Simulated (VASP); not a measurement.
Here is the system:

```yaml
crystal:
  lattice:
    - [4.17193, 2.08229, 2.08229]
    - [2.08229, 4.17193, 2.08229]
    - [2.08229, 2.08229, 4.17193]
  atoms:
    - { symbol: Ni, position: [0.00000, 0.00000, 0.00000], spin: 1.3 }
    - { symbol: Ni, position: [0.50000, 0.50000, 0.50000], spin: -1.3 }
    - { symbol: O, position: [0.25000, 0.25000, 0.25000] }
    - { symbol: O, position: [0.75000, 0.75000, 0.75000] }
```

The numbers are results of optB88-vdW, VASP's PBE PAW potentials (set 64) (plane waves; VASP), not measurements. Settings: 520 eV cut-off, Gaussian smearing of 0.050 eV, potentials Ni O.

Task: Estimate the cell moment, band gap (along the path) with the smallest direct gap where there is one.

Result: 
```json
{
  "band gap (along the path)": "1.14 eV",
  "smallest direct gap (along the path)": "1.36 eV",
  "cell_moment": "0.00 μB"
}
```

Only differences to runs with the same potentials and settings are physical.

The compound is NiO in the rock salt, AFM-II order structure. It was relaxed first.
